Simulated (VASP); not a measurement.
# Ni$_{3}$Sb (space group Pm-3m): computed properties

Computed with PBEsol GGA, VASP's PBE PAW potentials (set 64) (plane waves; VASP).

```
Quantity                                                                                                Value
----------------------------------  -------------------------------------------------------------------------
space group                                                                                       Pm-3m (221)
cell                                a = 3.677 Å, b = 3.677 Å, c = 3.677 Å, α = 90.00°, β = 90.00°, γ = 90.00°
volume per atom                                                                                12.43 Å^3/atom
band gap (over mesh and band path)                                   none (metal, semimetal or under 0.01 eV)
density                                                                                            9.95 g/cm³
```

```cif
data_Ni3Sb
_chemical_formula_sum 'Ni3 Sb1'
_space_group_name_H-M_alt 'Pm-3m'
_space_group_IT_number 221
_space_group_name_Hall '-P 4 2 3'
_cell_length_a 3.67700
_cell_length_b 3.67700
_cell_length_c 3.67700
_cell_angle_alpha 90.000
_cell_angle_beta 90.000
_cell_angle_gamma 90.000
loop_
_atom_site_label
_atom_site_type_symbol
_atom_site_symmetry_multiplicity
_atom_site_Wyckoff_symbol
_atom_site_fract_x
_atom_site_fract_y
_atom_site_fract_z
_atom_site_occupancy
Ni1 Ni 3 c 0.00000 0.50000 0.50000 1
Sb1 Sb 1 a 0.00000 0.00000 0.00000 1
```

Unless said otherwise, spin-orbit coupling is left out, though it shifts the bands of the heavy elements here.

The structure comes from a computed database's Ni3Sb entry (Pm-3m); how it stands against other phases isn't given here. It was relaxed first. Symmetry was kept, so distortions that lower it aren't found. The run is not spin-polarised, so no magnetic state was tried. The electron count is odd and the run is not spin-polarised, which forces a metal.
